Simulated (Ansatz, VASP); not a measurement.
# Cross-check of Ba2IBrF2 between VASP and Ansatz, part 2 of 2

Wanted: the spread between two codes on one cell, functional and k mesh. The cell is taken from a series of runs on this material, whose earlier steps may have relaxed, scaled, displaced or heated it; both programs get it as it stands.

VASP 6.6.1 and Ansatz 0.2.0.

So far: The structure; VASP: dielectric response, PBEsol.

## (3) Ansatz: dielectric response, PBEsol

Level of this step: Ansatz beside VASP: Kohn-Sham DFT, plane waves, PBEsol (Ansatz).

Ansatz runs on its PAW soft_1 files.

The same cell, functional and mesh now go to Ansatz, which takes its cutoff from its data sets.

Input file input.yaml:

```yaml
crystal:
  lattice:
    - [4.623364, 0.0, 0.0]
    - [0.0, 4.623364, 0.0]
    - [0.0, 0.0, 7.991386]
  atoms:
    - { symbol: Ba, position: [0.5, 0.5, 0.827396] }
    - { symbol: Ba, position: [0.0, 0.0, 0.185191] }
    - { symbol: I, position: [0.0, 0.0, 0.641387] }
    - { symbol: Br, position: [0.5, 0.5, 0.340098] }
    - { symbol: F, position: [0.5, 0.0, 0.002964] }
    - { symbol: F, position: [0.0, 0.5, 0.002964] }
kpoints:
  mp_grid: { grid: [6, 6, 4] }
hamiltonian:
  xc: pbesol
  pseudopotentials: { kind: paw, azcp: { folder: soft_1 }, xc_functional: pbe }
scf:
  occupations: { method: fixed }
dielectric: {}
```

Run with:

```
ansatz run input.yaml --threads 4 --pin off --max-ram 7372MiB --backend cpu --events-out ev --progress --plain --runs-dir out
```

Numbers of over 12 decimals in the logs are rounded to 6 here.

Output:

```text
Engine: ansatz 0.2.0, aarch64-unknown-linux-gnu
Pseudopotentials: kind: paw
Pseudopotential: Ba, paw, valence charge 10, recommended cutoff 420 eV (normal), soft_1/Ba.paw.azcp
Pseudopotential: I, paw, valence charge 17, recommended cutoff 420 eV (normal), soft_1/I.paw.azcp
Pseudopotential: Br, paw, valence charge 7, recommended cutoff 420 eV (normal), soft_1/Br.paw.azcp
Pseudopotential: F, paw, valence charge 7, recommended cutoff 420 eV (normal), soft_1/F.paw.azcp
Functional definition: PBEsol
  exchange = pbesol_x
  correlation = pbesol_c
Crystal: 6 atoms, lattice volume = 170.820 Å³
Basis set: ecut = 420 eV, 3355 PW (Γ), exchange–correlation on 64×64×108 points (8 copies of the dense FFT grid, shifted against one another)
Bands: 35, of which v1, the nominal top of the filled ones, is band 29 counted from 1 (28 counted from 0)
Symmetry: 8 space group operations
k-points: 56 of 144 (irreducible under 2 space group operations, time reversal used)
Non-local potential: Ba, projectors of the file, l = 0: 3, l = 1: 2, l = 2: 2, l = 3: 2
Non-local potential: I, projectors of the file, l = 0: 2, l = 1: 2, l = 2: 2, l = 3: 1
Non-local potential: Br, projectors of the file, l = 0: 2, l = 1: 2, l = 2: 2
Non-local potential: F, projectors of the file, l = 0: 2, l = 1: 2, l = 2: 1
PAW form: soft (Blöchl's): semilocal exchange-correlation on the pseudo side does not see the compensation charge
PAW frozen core: Ba, regenerated for the run's functional, and the local potential with it (the file was generated under x = pbe(κ = 0.804, μ = 0.219515), c = pbe(β = 0.066725))
PAW frozen core: I, regenerated for the run's functional, and the local potential with it (the file was generated under x = pbe(κ = 0.804, μ = 0.219515), c = pbe(β = 0.066725))
PAW frozen core: Br, regenerated for the run's functional, and the local potential with it (the file was generated under x = pbe(κ = 0.804, μ = 0.219515), c = pbe(β = 0.066725))
PAW frozen core: F, regenerated for the run's functional, and the local potential with it (the file was generated under x = pbe(κ = 0.804, μ = 0.219515), c = pbe(β = 0.066725))
PAW one-centre angular grid: Ba, 194 points (default); XC on 64 Gauss nodes
PAW one-centre angular grid: I, 590 points (default); XC on 64 Gauss nodes
PAW one-centre angular grid: Br, 110 points (default); XC on 64 Gauss nodes
PAW one-centre angular grid: F, 110 points (default); XC on 64 Gauss nodes
Initial density: superposition of atomic densities (chi_scale 0.1, normalization cell, long waves kept (reshape's long-wave potential 0.16 eV rms))
Initial wavefunctions: pseudopotential atomic-orbital guess
Functional: x = pbesol(κ = 0.804, μ = 0.123457), c = pbesol(β = 0.046)
SCF iter   1: F=—  HF=-23518.995016 eV  |F-HF|=—  |Δ(HF+E_count)|=         —  Δρ=1.92e-1  dr2=6.65e1  ethr=3.10e-3  ⟨swp⟩=7.1  Hψ=8620  notcnv=0  defer=183
preconditioner: auto → Resta (q_TF=auto, 2.279 Å⁻¹)  ε∞=3.9  [insulator: Δε(μ)=0.885 eV  Ē_g=11.081 eV  n_scr=36 (ndim 8)  ℏωp=18.8 eV  f_vac=0.000  ε∞_Penn≈3.9]
SCF iter   2: F=—  HF=-23511.452246 eV  |F-HF|=—  |Δ(HF+E_count)|=    7.54e0  Δρ=1.19e-1  dr2=1.33e1  ethr=3.10e-3  ⟨swp⟩=5.4  Hψ=5527  notcnv=0  defer=178
SCF iter   3: F=—  HF=-23507.951376 eV  |F-HF|=—  |Δ(HF+E_count)|=    3.50e0  Δρ=3.03e-2  dr2=1.14e0  ethr=3.10e-3  ⟨swp⟩=3.2  Hψ=4184  notcnv=0  defer=188
SCF iter   4: F=—  HF=-23507.771111 eV  |F-HF|=—  |Δ(HF+E_count)|=   1.80e-1  Δρ=1.26e-2  dr2=3.07e-1  ethr=1.97e-3  ⟨swp⟩=2.9  Hψ=3965  notcnv=0  defer=210
SCF iter   5: F=—  HF=-23507.702264 eV  |F-HF|=—  |Δ(HF+E_count)|=   6.88e-2  Δρ=3.30e-3  dr2=2.77e-2  ethr=5.28e-4  ⟨swp⟩=2.6  Hψ=3222  notcnv=0  defer=221
SCF iter   6: F=—  HF=-23507.696572 eV  |F-HF|=—  |Δ(HF+E_count)|=   5.69e-3  Δρ=1.32e-3  dr2=4.07e-3  ethr=4.78e-5  ⟨swp⟩=3.1  Hψ=2804  notcnv=0  defer=224
SCF iter   7: F=—  HF=-23507.695628 eV  |F-HF|=—  |Δ(HF+E_count)|=   9.43e-4  Δρ=4.60e-4  dr2=5.02e-4  ethr=7.01e-6  ⟨swp⟩=2.9  Hψ=2737  notcnv=0  defer=224
SCF iter   8: F=—  HF=-23507.695511 eV  |F-HF|=—  |Δ(HF+E_count)|=   1.18e-4  Δρ=1.95e-4  dr2=9.55e-5  ethr=8.66e-7  ⟨swp⟩=2.0  Hψ=2212  notcnv=0  defer=224
SCF iter   9: F=—  HF=-23507.695487 eV  |F-HF|=—  |Δ(HF+E_count)|=   2.41e-5  Δρ=6.00e-5  dr2=8.26e-6  ethr=1.65e-7  ⟨swp⟩=2.0  Hψ=2326  notcnv=0  defer=224
SCF iter  10: F=—  HF=-23507.695486 eV  |F-HF|=—  |Δ(HF+E_count)|=   1.32e-6  Δρ=3.25e-6  dr2=2.06e-8  ethr=1.42e-8  ⟨swp⟩=2.1  Hψ=3068  notcnv=0  defer=224
SCF iter  11: F=—  HF=-23507.695488 eV  |F-HF|=—  |Δ(HF+E_count)|=   2.62e-6  Δρ=8.79e-7  dr2=1.64e-9  ethr=3.55e-11  ⟨swp⟩=2.2  Hψ=3685  notcnv=0  defer=213
SCF iter  12: F=—  HF=-23507.695488 eV  |F-HF|=—  |Δ(HF+E_count)|=  7.57e-10  Δρ=3.03e-7  dr2=1.61e-10  ethr=2.83e-12  ⟨swp⟩=2.0  Hψ=3012  notcnv=0  defer=209
SCF iter  13: F=-23507.695488 eV  HF=-23507.695488 eV  |F-HF|=7.28e-12  |Δ(HF+E_count)|=  4.37e-11  Δρ=1.17e-7  dr2=1.99e-11  ethr=1.00e-12  ⟨swp⟩=14.6  Hψ=10198  notcnv=0
SCF 1 converged in 13 iterations: F = -23507.695488 eV  dr2 = 1.99e-11
  greatest PAW one-centre occupation: 0.999 electrons in one spin orbital (limit 2), on the I atom at site 2 (counted from 0), in its partial waves of l = 2
DFPT response loops at Γ: preconditioner auto → Resta (q_TF=auto, 2.279 Å⁻¹)  ε∞=3.8 (no band partly filled); β = 1.00, the filter's whole step (`scf.mixing.beta` (0.50) is not read by the response loops at its default; to damp them type it under 1.00, their step now; it binds the ground state too); Broyden in place of MSR1
── the response to a field inside a basis, on 6×6×4 k-points: an SCF that follows is theirs, and a resumed run solves both again ──
Bands: 30, of which v1, the nominal top of the filled ones, is band 29 counted from 1 (28 counted from 0)
k-points: 12 of 144 (time reversal used)
Initial density: handed on by an earlier stage of this run
Initial wavefunctions: pseudopotential atomic-orbital guess (no wavefunctions were taken with the density)
Eigensolver: Dense (12 Hₖ)
SCF iter   1: F=—  HF=-23507.587923 eV  |F-HF|=—  |Δ(HF+E_count)|=         —  Δρ=3.00e-4  dr2=4.94e-5  ethr=1.00e-1
preconditioner: auto → Resta (q_TF=auto, 2.279 Å⁻¹)  ε∞=3.8  [insulator: Δε(μ)=4.545 eV  Ē_g=10.785 eV  n_scr=36 (ndim 8)  ℏωp=18.0 eV  f_vac=0.007  ε∞_Penn≈3.8]
SCF iter   2: F=—  HF=-23507.587954 eV  |F-HF|=—  |Δ(HF+E_count)|=   3.08e-5  Δρ=1.34e-4  dr2=1.72e-5  ethr=8.52e-8
SCF iter   3: F=—  HF=-23507.587966 eV  |F-HF|=—  |Δ(HF+E_count)|=   1.23e-5  Δρ=7.20e-5  dr2=3.85e-6  ethr=2.96e-8
SCF iter   4: F=—  HF=-23507.587969 eV  |F-HF|=—  |Δ(HF+E_count)|=   3.20e-6  Δρ=7.70e-6  dr2=1.10e-7  ethr=6.64e-9
SCF iter   5: F=-23507.587969 eV  HF=-23507.587969 eV  |F-HF|=1.92e-8  |Δ(HF+E_count)|=   8.75e-8  Δρ=2.67e-6  dr2=9.43e-9  ethr=1.90e-10
SCF 1 converged in 5 iterations: F = -23507.587969 eV  dr2 = 9.43e-9
DFPT response loops at Γ: preconditioner auto → Resta (q_TF=auto, 2.279 Å⁻¹)  ε∞=3.6 (no band partly filled); β = 1.00, the filter's whole step (`scf.mixing.beta` (0.50) is not read by the response loops at its default; to damp them type it under 1.00, their step now; it binds the ground state too); Broyden in place of MSR1
SCF converged after 13 iterations
Free energy (F): -23507.695488 eV
Harris-Foulkes:  -23507.695488 eV  (|F-HF|=7.28e-12)
Internal energy: -23507.695488 eV  (E = F + TS)
E sigma→0 (E₀):  -23507.695488 eV
Fermi energy:    5.014132 eV
--- Per-component energies (eV) ---
  E_band       = -547.073125
  E_kinetic    = 1002.101063
  E_local      = -4542.884485  (includes V_loc(G=0)·N_el)
  E_nonlocal   = 533.126738
  E_hartree    = 1849.964074
  E_xc         = -847.744073
  E_vxc        = -673.115993  (∫ρ·V_xc dr)
  E_paw        = -17589.556761  (= ΣΔE_a)
  E_vpaw       = -566.227414  (= ΣTr[D̂ρ^β])
  E_aug_tail   = -0.001065  (compensation charges beyond the density's cutoff)
  E_ewald      = -3913.593146
  E_core_change = 0.892167  (= ΣΔE_core)
  E_smearing   = -0.000000  (= −TS)
  E_closure    = 0.000000  (closes the sum)
  Σ components = -23507.695488   (vs F -23507.695488, Δ=0.00e0)
--- Band table (eV; the first three rows and the last of 56) ---
  k-point 0: bands = [... 25 lower, 4.1511, 4.8356, 5.0141, 5.0141, 9.2456, 9.5845, 10.0338, 10.5924, ... 2 higher]
  k-point 1: bands = [... 25 lower, 4.1762, 4.6243, 4.9966, 4.9966, 9.3797, 9.9962, 10.3459, 10.4662, ... 2 higher]
  k-point 2: bands = [... 25 lower, 4.2023, 4.3802, 4.9779, 4.9779, 9.6245, 10.0013, 10.5814, 10.8662, ... 2 higher]
  k-point 55: bands = [... 25 lower, 4.2016, 4.3383, 4.4831, 4.4831, 11.1042, 11.1042, 11.1400, 11.4430, ... 2 higher]
--- Dielectric response (ions clamped): 3 representative field directions + reference, inside a basis on a mesh of 144 k-points (Σ response iterations 15) ---
  ε∞ (high-frequency dielectric tensor):
        3.504168     0.000000     0.000000
        0.000000     3.504168     0.000000
        0.000000     0.000000     3.355809
  Born effective charges Z* (e; rows j = field, columns β = displacement):
    site 0:
         2.78101    0.00000    0.00000
         0.00000    2.78101    0.00000
         0.00000   -0.00000    2.66373
    site 1:
         2.73326    0.00000    0.00000
         0.00000    2.73326    0.00000
         0.00000    0.00000    2.84169
    site 2:
        -1.21102   -0.00000   -0.00000
        -0.00000   -1.21102   -0.00000
        -0.00000   -0.00000   -1.06621
    site 3:
        -1.40258   -0.00000   -0.00000
        -0.00000   -1.40258   -0.00000
        -0.00000   -0.00000   -1.14204
    site 4:
        -1.41924    0.00000   -0.00000
         0.00000   -1.48142    0.00000
        -0.00000    0.00000   -1.64858
    site 5:
        -1.48142    0.00000   -0.00000
         0.00000   -1.41924    0.00000
        -0.00000    0.00000   -1.64858
  Z* charge neutrality: 7.843e-3 e pre-enforcement
  solved inside a basis spanned on kpoints, on 6×6×4 k-points, its susceptibility summed on 8×8×6: ε∞ is read to err by 1.3e-2, Z* by 2.4e-2 e (field_mesh: kpoints solves on kpoints); Z* is corrected for what the basis lacks
```

## (4) Differences

Known differences besides the potentials themselves: fixed occupations in Ansatz, narrow Gaussian smearing in VASP; VASP's response is taken on the typed mesh, Ansatz refines its own for the field response alone; the data sets hold 58 valence electrons in Ansatz (on its PAW soft_1 files) and 48 in VASP; the cutoff is 420 eV in Ansatz and 520 eV in VASP; Ansatz makes its cores anew for this functional, VASP keeps those of its PBE data sets. Total energies have different zeros and are not compared.

Compared:

```tsv
quantity	Ansatz	VASP	difference
ε∞ xx	3.50	3.51	-0.07 %
ε∞ yy	3.50	3.51	-0.07 %
ε∞ zz	3.36	3.36	-0.03 %
```

## (5) Summary of results

| Quantity | Value |
| --- | --- |
| difference in ε∞ xx (dielectric response, PBEsol) | -0.074 % |

What this shows: The difference in ε∞ xx is -0.074 % (dielectric response, PBEsol), within the 5 % picked in this series as the mark of a large difference. The data sets hold unlike numbers of valence electrons (58 in Ansatz and 48 in VASP), so part of the differences comes from the potentials. Such differences can come from data sets, numerical settings and the points named under the comparisons, not from the functional's error against experiment.

[Lines on the potential files, build, host, timing and source positions are cut from VASP's logs without a mark.]

[Logs are printed without paths, hosts, clocks, repeated set-up lines and the standing remarks that a program may print on its own settings, such as how far it seeks lower states.]

[Hosts, paths, dates, database ids (printed as entryN), source tags and the programs' standing remarks are cut or masked in the printed files.]
